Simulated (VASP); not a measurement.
Data:

```xyz
3
Lattice="0.0000 2.7242 2.7242 2.7242 0.0000 2.7242 2.7242 2.7242 0.0000" Properties=species:S:1:pos:R:3 pbc="T T T"
Ge     0.0000     0.0000     0.0000
F      1.3621     1.3621     1.3621
F      4.0862     4.0862     4.0862
```

These are PBEsol GGA, VASP's PBE PAW potentials (set 64) (plane waves; VASP) values and carry that method's errors. Numerical set-up: 600 eV cut-off, 6×6×6 Γ-centred mesh, Gaussian smearing of 0.050 eV, potentials Ge_d F.

Energy and stress use the plane-wave basis of the starting cell.

Q: The ions, cell shape and volume at an external pressure of 10.0 GPa are relaxed. Which structure does the run end with?

A: 
```xyz
3
Lattice="0.0000 2.6464 2.6464 2.6464 0.0000 2.6464 2.6464 2.6464 0.0000" Properties=species:S:1:pos:R:3 pbc="T T T"
Ge     0.0000     0.0000     0.0000
F      1.3232     1.3232     1.3232
F      3.9696     3.9696     3.9696
```
Space group Fm-3m (225), at a tolerance of 0.03 Å.

Q: How do energy and volume change from the first to the last step?

A: The energy (σ→0) changes by +32.4 meV/atom and the volume by -8.3 %, in 3 ionic steps.

```
step  E(σ→0) (eV)  max force (eV/Å)  pressure (GPa)  volume (Å³)
----  -----------  ----------------  --------------  -----------
1        -14.5694             0.000            0.02        40.43
2        -14.3653             0.000           15.50        35.72
3        -14.4722             0.000            9.99        37.07
```

The structure was generated: GeF2 was put into the fluorite type (Fm-3m), which need not be its known phase. This run relaxes it under an external pressure of 10 GPa. Symmetry was kept, so distortions that lower it aren't found.
